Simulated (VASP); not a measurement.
VASP runs on Dy (hcp) share one base input (PBE GGA, plane waves, VASP's PBE PAW potentials (set 64)) and change the settings named in each case.

**POSCAR**
```
Dy
11.5260
  0.1588495575  -0.2751355197   0.0000000000
  0.1588495575   0.2751355197   0.0000000000
  0.0000000000   0.0000000000   0.5000000000
Dy
2
Direct
  0.3333330000   0.6666670000   0.2500000000
  0.6666670000   0.3333330000   0.7500000000
```

### INCAR
```
ALGO=Normal
EDIFF=1E-6
ENCUT=400
GGA=PE
ISIF=2
ISMEAR=1
LASPH=T
LCHARG=F
LMAXMIX=6
LREAL=F
LWAVE=F
NELM=100
PREC=Accurate
SIGMA=0.1
SYSTEM=Dy
```

File KPOINTS:
```
Automatic
0
Gamma
 10 10 6
```

POTCAR, in this order: Dy_3 (PBE.64 set). Program: vasp_std.

```json
[
 {"change": "base run", "electronic steps": "11"},
 {"change": "AMIX = 0.05, BMIX = 0.0001, IMIX = 4", "electronic steps": "14"},
 {"change": "AMIX = 1.0, BMIX = 3.0, IMIX = 4", "electronic steps": "11"},
 {"change": "AMIX = 0.05, BMIX = 1.0, IMIX = 1", "electronic steps": "92"},
 {"change": "AMIX = 0.2, BMIX = 1.0, IMIX = 1", "electronic steps": "30"},
 {"change": "AMIX = 0.6, BMIX = 1.0, IMIX = 4", "electronic steps": "11"}
]
```
 The 4f electrons are frozen in the core of the lanthanide potential, so 4f levels, which can set the real gap, and their magnetism are missing.

Left out are runs that ran out of time, are held back, or changed the cell or the kind of run, fixed moments of cells without a moment, rows past the twelfth, gaps on odd meshes, pressures of charged cells and columns that move by less than the noise.

The compound is Dy in the hcp structure. The cell was not relaxed at this level.
